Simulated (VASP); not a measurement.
# La: accuracy against cost in the precision settings and smearing

Aim: find what the precision settings and smearing change for La, and what they cost. The series runs use PBEsol. The precision settings tried: PREC = Low; PREC = Medium; PREC = Normal; PREC = Single; PREC = Accurate; LREAL = Auto; ADDGRID = .TRUE.; LASPH = .TRUE.. The smearing tried: ISMEAR = 0, SIGMA = 0.01; ISMEAR = 0, SIGMA = 0.05; ISMEAR = 0, SIGMA = 0.1; ISMEAR = 0, SIGMA = 0.2; ISMEAR = 0, SIGMA = 0.5; ISMEAR = 1, SIGMA = 0.01; ISMEAR = 1, SIGMA = 0.05; ISMEAR = 1, SIGMA = 0.1; ISMEAR = 1, SIGMA = 0.2; ISMEAR = 1, SIGMA = 0.5; ISMEAR = -5. This is not the structure that La takes at ambient conditions. The start is a computed cell from the Materials Project.

Program: VASP 6.6.1. Level of theory: PBEsol; plane waves and PAW (La). Results are calculated unless marked as measured.

Report form: the programs' logs are mostly left out.

The starting crystal is not the ambient structure of La (hexagonal, No. 194); it is a model or a phase of other conditions.

## 1. Starting point

The structure is cubic, space group Im-3m (No. 229). Conventional cell: a = 4.248 Å, b = 4.248 Å, c = 4.248 Å, α = 90.00°, β = 90.00°, γ = 90.00°. Nearest to La lie 8 La at 3.68 Å.

## 2. Precision settings: PREC = Low

PREC sets the FFT grids, and LREAL, ADDGRID and LASPH trade speed for accuracy. PBEsol restores the gradient expansion of exchange and is tuned for the cells of solids.

Contents of INCAR:

```
SYSTEM = La
PREC = Low
ENCUT = 400
EDIFF = 1E-06
NELM = 100
ISMEAR = -1
SIGMA = 0.05
LREAL = .FALSE.
ALGO = Normal
GGA = PS
NBANDS = 11
LORBIT = 11
LWAVE = .FALSE.
LCHARG = .FALSE.
KPAR = 2
ISIF = 2
```

Contents of POSCAR:

```
La
1.0
   -2.1238310710      2.1238310710      2.1238310710
    2.1238310710     -2.1238310710      2.1238310710
    2.1238310710      2.1238310710     -2.1238310710
La
1
Direct
    0.0000000000      0.0000000000      0.0000000000
```

Contents of KPOINTS:

```
Automatic mesh
0
Gamma
9 9 9
0 0 0
```

Potentials, in the order of the species: La (PBE family, release 64).

Started as:

```bash
> mpirun -np 2 vasp_std
```

It took 1.8 s on 2 MPI ranks of Intel Xeon 6975P-C (Granite Rapids), shared host; peak memory 0.21 GiB.

This run has no spin polarisation. Its electron count is odd, so without a moment it is a metal by construction. The k-mesh is coarse for a metal. The PAW data sets were made with PBE, which is usual practice but a small mismatch for other functionals.

Numbers from this step:

```yaml
scf_cycles: 11
electrons: 11
bands: 11
irreducible_k_points: 35
symmetry_operations: 48
free_energy_toten: -5.194 eV
energy_at_zero_smearing: -5.180 eV
fermi_energy: 7.435 eV
pressure: -2.531 GPa
metallic_judged_on_the_points_sampled: yes
```

The series starts at -5.1801 eV an atom and -2.53 GPa, after 11 cycles in 1.8 s.

## 3. Precision settings: PREC = Medium

Edit INCAR of step 2 so:

```diff
@@ -1,3 +1,3 @@
 SYSTEM = La
-PREC = Low
+PREC = Medium
 ENCUT = 400
```

POSCAR is that of step 2.

KPOINTS is that of step 2.

Started as:

```bash
> mpirun -np 2 vasp_std
```

Elapsed: 2 s, on 2 MPI ranks; peak memory 0.21 GiB.

Against the first of the series the energy moves by -0.17 meV an atom and the pressure by -0.02 GPa, after 11 cycles in 2 s.

## 4. Precision settings: PREC = Normal

Edit INCAR of step 3 so:

```diff
@@ -1,3 +1,3 @@
 SYSTEM = La
-PREC = Medium
+PREC = Normal
 ENCUT = 400
```

POSCAR is that of step 3.

KPOINTS is that of step 3.

Started as:

```bash
> mpirun -np 2 vasp_std
```

Run time: 2 s. Hardware: 2 MPI ranks; peak memory 0.22 GiB.

Against the first of the series the energy moves by -0.09 meV an atom and the pressure by -0.02 GPa, after 11 cycles in 2 s.

## 5. Precision settings: PREC = Single

Edit INCAR of step 4 so:

```diff
@@ -1,3 +1,3 @@
 SYSTEM = La
-PREC = Normal
+PREC = Single
 ENCUT = 400
```

POSCAR is that of step 4.

KPOINTS is that of step 4.

Started as:

```bash
> mpirun -np 2 vasp_std
```

The job ended after 2 s (2 MPI ranks; peak memory 0.22 GiB).

Against the first of the series the energy stays within 0.01 meV an atom and the pressure within 0.01 GPa, after 11 cycles in 2 s.

## 6. Precision settings: PREC = Accurate

Edit INCAR of step 5 so:

```diff
@@ -1,3 +1,3 @@
 SYSTEM = La
-PREC = Single
+PREC = Accurate
 ENCUT = 400
```

POSCAR is that of step 5.

KPOINTS is that of step 5.

Started as:

```bash
> mpirun -np 2 vasp_std
```

Wall time 2.4 s (2 MPI ranks); peak memory 0.26 GiB.

Against the first of the series the energy moves by -0.03 meV an atom and the pressure by -0.02 GPa, after 11 cycles in 2.4 s.

## 7. Precision settings: LREAL = Auto

Edit INCAR of step 6 so:

```diff
@@ -7,3 +7,3 @@
 SIGMA = 0.05
-LREAL = .FALSE.
+LREAL = Auto
 ALGO = Normal
```

POSCAR is that of step 6.

KPOINTS is that of step 6.

Started as:

```bash
> mpirun -np 2 vasp_std
```

Wall time 4.8 s (2 MPI ranks); peak memory 0.26 GiB.

Against PREC = Accurate, on which this run builds, the energy moves by +0.31 meV an atom and the pressure by +0.01 GPa, after 11 cycles in 4.8 s.

## 8. Precision settings: ADDGRID on

Edit INCAR of step 7 so:

```diff
@@ -7,3 +7,3 @@
 SIGMA = 0.05
-LREAL = Auto
+LREAL = .FALSE.
 ALGO = Normal
@@ -16 +16,2 @@
 ISIF = 2
+ADDGRID = .TRUE.
```

POSCAR is that of step 7.

KPOINTS is that of step 7.

Started as:

```bash
> mpirun -np 2 vasp_std
```

Wall time 4.6 s (2 MPI ranks); peak memory 0.42 GiB.

Against PREC = Accurate, on which this run builds, the energy moves by -0.01 meV an atom while the pressure stays within 0.01 GPa, after 11 cycles in 4.6 s.

## 9. Precision settings: LASPH on

Edit INCAR of step 8 so:

```diff
@@ -16,2 +16,2 @@
 ISIF = 2
-ADDGRID = .TRUE.
+LASPH = .TRUE.
```

POSCAR is that of step 8.

KPOINTS is that of step 8.

Started as:

```bash
> mpirun -np 2 vasp_std
```

Run time: 3.4 s. Hardware: 2 MPI ranks; peak memory 0.26 GiB.

Against PREC = Accurate, on which this run builds, the energy moves by -0.03 meV an atom while the pressure stays within 0.01 GPa, after 11 cycles in 3.4 s.

## 10. The precision settings series as a table

This step: convergence of PBEsol results with the precision; plane waves and PAW (VASP 6.6.1).

Derived from the runs above.

Differences are taken from the run with PREC = Normal; the rows on LREAL, ADDGRID and LASPH hold PREC = Accurate and are best read against that row. Results of the series, by row:

| setting | status | energy less the reference (meV/atom) | pressure (GPa) | SCF cycles | wall time (s) |
| --- | --- | --- | --- | --- | --- |
| PREC = Low | converged | 0.08744 | -2.531 | 11 | 1.8 |
| PREC = Medium | converged | -0.08736 | -2.554 | 11 | 2 |
| PREC = Normal | converged | 0 | -2.549 | 11 | 2 |
| PREC = Single | converged | 0.08659 | -2.531 | 11 | 2 |
| PREC = Accurate | converged | 0.05297 | -2.549 | 11 | 2.4 |
| LREAL = Auto | converged | 0.3611 | -2.542 | 11 | 4.8 |
| ADDGRID = .TRUE. | converged | 0.04779 | -2.549 | 11 | 4.6 |
| LASPH = .TRUE. | converged | 0.01918 | -2.549 | 11 | 3.4 |

## 11. Smearing: ISMEAR = 0, SIGMA = 0.01

This step: PBEsol; plane waves and PAW (La) (VASP 6.6.1).

Smearing steadies the sum over the Fermi surface at the price of an entropy term.

Edit INCAR of step 9 so:

```diff
@@ -5,4 +5,4 @@
 NELM = 100
-ISMEAR = -1
-SIGMA = 0.05
+ISMEAR = 0
+SIGMA = 0.01
 LREAL = .FALSE.
@@ -16,2 +16 @@
 ISIF = 2
-LASPH = .TRUE.
```

POSCAR is that of step 9.

KPOINTS is that of step 9.

Started as:

```bash
> mpirun -np 2 vasp_std
```

The job ended after 2.2 s (2 MPI ranks; peak memory 0.26 GiB).

This step gave:

* free energy (TOTEN): -5.177 eV
* energy at zero smearing: -5.177 eV
* Fermi energy: 7.408 eV
* pressure: -2.697 GPa

The series starts at -5.1765 eV an atom and -2.70 GPa, after 11 cycles in 2.2 s. The entropy term T·S comes to 0.42 meV an atom in size.

## 12. Smearing: ISMEAR = 0, SIGMA = 0.05

Edit INCAR of step 11 so:

```diff
@@ -6,3 +6,3 @@
 ISMEAR = 0
-SIGMA = 0.01
+SIGMA = 0.05
 LREAL = .FALSE.
```

POSCAR is that of step 11.

KPOINTS is that of step 11.

Started as:

```bash
> mpirun -np 2 vasp_std
```

Elapsed: 2.4 s, on 2 MPI ranks; peak memory 0.26 GiB.

Against the run before the energy at zero width moves by -0.58 meV an atom and the pressure by +0.06 GPa, after 11 cycles in 2.4 s. The entropy term T·S comes to 6.63 meV an atom in size.

## 13. Smearing: ISMEAR = 0, SIGMA = 0.1

Edit INCAR of step 12 so:

```diff
@@ -6,3 +6,3 @@
 ISMEAR = 0
-SIGMA = 0.05
+SIGMA = 0.1
 LREAL = .FALSE.
```

POSCAR is that of step 12.

KPOINTS is that of step 12.

Started as:

```bash
> mpirun -np 2 vasp_std
```

Elapsed: 2.2 s, on 2 MPI ranks; peak memory 0.26 GiB; 3.4 s of CPU time.

Against the run before the energy at zero width moves by -2.02 meV an atom and the pressure by +0.06 GPa, after 11 cycles in 2.2 s. The entropy term T·S comes to 18.66 meV an atom in size.

## 14. Smearing: ISMEAR = 0, SIGMA = 0.2

Edit INCAR of step 13 so:

```diff
@@ -6,3 +6,3 @@
 ISMEAR = 0
-SIGMA = 0.1
+SIGMA = 0.2
 LREAL = .FALSE.
```

POSCAR is that of step 13.

KPOINTS is that of step 13.

Started as:

```bash
> mpirun -np 2 vasp_std
```

Wall time 2.2 s (2 MPI ranks); peak memory 0.26 GiB; 3.5 s of CPU time.

Against the run before the energy at zero width moves by -4.44 meV an atom and the pressure by +0.12 GPa, after 11 cycles in 2.2 s. The entropy term T·S comes to 57.46 meV an atom in size.

## 15. Smearing: ISMEAR = 0, SIGMA = 0.5

Edit INCAR of step 14 so:

```diff
@@ -6,3 +6,3 @@
 ISMEAR = 0
-SIGMA = 0.2
+SIGMA = 0.5
 LREAL = .FALSE.
```

POSCAR is that of step 14.

KPOINTS is that of step 14.

Started as:

```bash
> mpirun -np 2 vasp_std
```

Wall time 2.2 s (2 MPI ranks); peak memory 0.26 GiB; 3.5 s of CPU time.

Against the run before the energy at zero width moves by -18.15 meV an atom and the pressure by +0.43 GPa, after 11 cycles in 2.2 s. The entropy term T·S comes to 268.51 meV an atom in size.

## 16. Smearing: ISMEAR = 1, SIGMA = 0.01

Edit INCAR of step 15 so:

```diff
@@ -5,4 +5,4 @@
 NELM = 100
-ISMEAR = 0
-SIGMA = 0.5
+ISMEAR = 1
+SIGMA = 0.01
 LREAL = .FALSE.
```

POSCAR is that of step 15.

KPOINTS is that of step 15.

Started as:

```bash
> mpirun -np 2 vasp_std
```

It took 2.2 s on 2 MPI ranks; peak memory 0.26 GiB.

Against the first of the series the energy at zero width moves by +0.05 meV an atom and the pressure by +0.01 GPa, after 11 cycles in 2.2 s. The entropy term T·S comes to 0.09 meV an atom in size.

## 17. Smearing: ISMEAR = 1, SIGMA = 0.05

Edit INCAR of step 16 so:

```diff
@@ -6,3 +6,3 @@
 ISMEAR = 1
-SIGMA = 0.01
+SIGMA = 0.05
 LREAL = .FALSE.
```

POSCAR is that of step 16.

KPOINTS is that of step 16.

Started as:

```bash
> mpirun -np 2 vasp_std
```

Wall time 2.2 s (2 MPI ranks); peak memory 0.26 GiB; 3.5 s of CPU time.

Against the run before the energy at zero width stays within 0.01 meV an atom; the pressure moves by +0.01 GPa, after 11 cycles in 2.2 s. The entropy term T·S comes to 1.62 meV an atom in size.

## 18. Smearing: ISMEAR = 1, SIGMA = 0.1

Edit INCAR of step 17 so:

```diff
@@ -6,3 +6,3 @@
 ISMEAR = 1
-SIGMA = 0.05
+SIGMA = 0.1
 LREAL = .FALSE.
```

POSCAR is that of step 17.

KPOINTS is that of step 17.

Started as:

```bash
> mpirun -np 2 vasp_std
```

Wall time 2.2 s (2 MPI ranks); peak memory 0.26 GiB; 3.6 s of CPU time.

Against the run before the energy at zero width moves by -1.10 meV an atom and the pressure by +0.04 GPa, after 11 cycles in 2.2 s. The entropy term T·S comes to 4.26 meV an atom in size.

## 19. Smearing: ISMEAR = 1, SIGMA = 0.2

Edit INCAR of step 18 so:

```diff
@@ -6,3 +6,3 @@
 ISMEAR = 1
-SIGMA = 0.1
+SIGMA = 0.2
 LREAL = .FALSE.
```

POSCAR is that of step 18.

KPOINTS is that of step 18.

Started as:

```bash
> mpirun -np 2 vasp_std
```

Elapsed: 2.2 s, on 2 MPI ranks; peak memory 0.26 GiB; 3.4 s of CPU time.

Against the run before the energy at zero width moves by -2.36 meV an atom and the pressure by +0.06 GPa, after 11 cycles in 2.2 s. The entropy term T·S comes to 10.87 meV an atom in size.

## 20. Smearing: ISMEAR = 1, SIGMA = 0.5

Edit INCAR of step 19 so:

```diff
@@ -6,3 +6,3 @@
 ISMEAR = 1
-SIGMA = 0.2
+SIGMA = 0.5
 LREAL = .FALSE.
```

POSCAR is that of step 19.

KPOINTS is that of step 19.

Started as:

```bash
> mpirun -np 2 vasp_std
```

The job ended after 2.4 s (2 MPI ranks; peak memory 0.26 GiB; 3.6 s of CPU time).

Against the run before the energy at zero width moves by -12.37 meV an atom and the pressure by +0.04 GPa, after 11 cycles in 2.4 s. The entropy term T·S comes to 23.66 meV an atom in size.

## 21. Smearing: ISMEAR = -5

Edit INCAR of step 20 so:

```diff
@@ -5,4 +5,4 @@
 NELM = 100
-ISMEAR = 1
-SIGMA = 0.5
+ISMEAR = -5
+SIGMA = 0.05
 LREAL = .FALSE.
```

POSCAR is that of step 20.

KPOINTS is that of step 20.

Started as:

```bash
> mpirun -np 2 vasp_std
```

The job ended after 2.4 s (2 MPI ranks; peak memory 0.27 GiB).

With tetrahedra the forces and stress of a metal are not exact derivatives of the energy.

Against the first of the series the energy at zero width moves by -8.68 meV an atom and the pressure by +0.18 GPa, after 10 cycles in 2.4 s.

## 22. The smearing series as a table

This step: convergence of PBEsol results with the smearing; plane waves and PAW (VASP 6.6.1).

Derived from the runs above.

One cell and one 9×9×9 mesh. Free energy against width, by row:

| Gaussian width σ (eV) | free energy less that at the narrowest width (meV/atom) |
| --- | --- |
| 0.01 | 0 |
| 0.05 | -3.69 |
| 0.1 | -11.73 |
| 0.2 | -35.56 |
| 0.5 | -159.2 |

Differences are taken from the run with ISMEAR = 0, SIGMA = 0.01. Results of the series, by row:

| setting | status | energy less the reference (meV/atom) | pressure (GPa) | SCF cycles | wall time (s) |
| --- | --- | --- | --- | --- | --- |
| ISMEAR = 0, SIGMA = 0.01 | converged | 0 | -2.697 | 11 | 2.2 |
| ISMEAR = 0, SIGMA = 0.05 | converged | -0.5795 | -2.638 | 11 | 2.4 |
| ISMEAR = 0, SIGMA = 0.1 | converged | -2.604 | -2.576 | 11 | 2.2 |
| ISMEAR = 0, SIGMA = 0.2 | converged | -7.042 | -2.456 | 11 | 2.2 |
| ISMEAR = 0, SIGMA = 0.5 | converged | -25.19 | -2.024 | 11 | 2.2 |
| ISMEAR = 1, SIGMA = 0.01 | converged | 0.04688 | -2.685 | 11 | 2.2 |
| ISMEAR = 1, SIGMA = 0.05 | converged | 0.05155 | -2.672 | 11 | 2.2 |
| ISMEAR = 1, SIGMA = 0.1 | converged | -1.052 | -2.631 | 11 | 2.2 |
| ISMEAR = 1, SIGMA = 0.2 | converged | -3.411 | -2.568 | 11 | 2.2 |
| ISMEAR = 1, SIGMA = 0.5 | converged | -15.78 | -2.527 | 11 | 2.4 |
| ISMEAR = -5 | converged | -8.684 | -2.514 | 10 | 2.4 |

## 23. Results

* spread of the pressure over the precision settings: 0.0232 GPa
* spread of the energy over the precision settings: 0.448 meV/atom
* spread of the pressure over the smearing: 0.673 GPa
* spread of the energy over the smearing: 25.2 meV/atom

What this shows: Among the precision settings, LREAL = Auto moves the energy most against PREC = Accurate (+0.3 meV an atom), and PREC = Low the pressure (+0.02 GPa). The fastest converged run is PREC = Low, at 1.8 s against 2.4 s; on a shared host such times are rough. LREAL = Auto is slower here: projection in real space pays only in large cells. The usual rule keeps the entropy term T·S under 1 meV an atom, which holds, of the widths tried, up to 0.01 eV for Gaussian and 0.01 eV for first-order Methfessel-Paxton. That rule is made for Methfessel-Paxton; with the other schemes the zero-width estimate is the energy to use. Farthest in energy from the narrowest smearing lies ISMEAR = 0, SIGMA = 0.5 (-25.2 meV an atom, +0.67 GPa). On a fixed mesh a narrow width is not the exact answer for a metal: it samples the Fermi surface more noisily. Forces vanish by symmetry in this cell, so the series can't test them.

[Lines on the potential files, build, host, timing and source positions are cut from VASP's logs without a mark.]

[Logs are printed without paths, hosts, clocks, repeated set-up lines and the standing remarks that a program may print on its own settings, such as how far it seeks lower states.]

[Hosts, paths, dates, database ids (printed as entryN), source tags and the programs' standing remarks are cut or masked in the printed files.]

[A measured line is paired with the nearest computed mode of its activity, which favours agreement.]

[In band tables of VASP the shares of atoms and orbitals are scaled to a sum of 1 inside the atoms' spheres.]
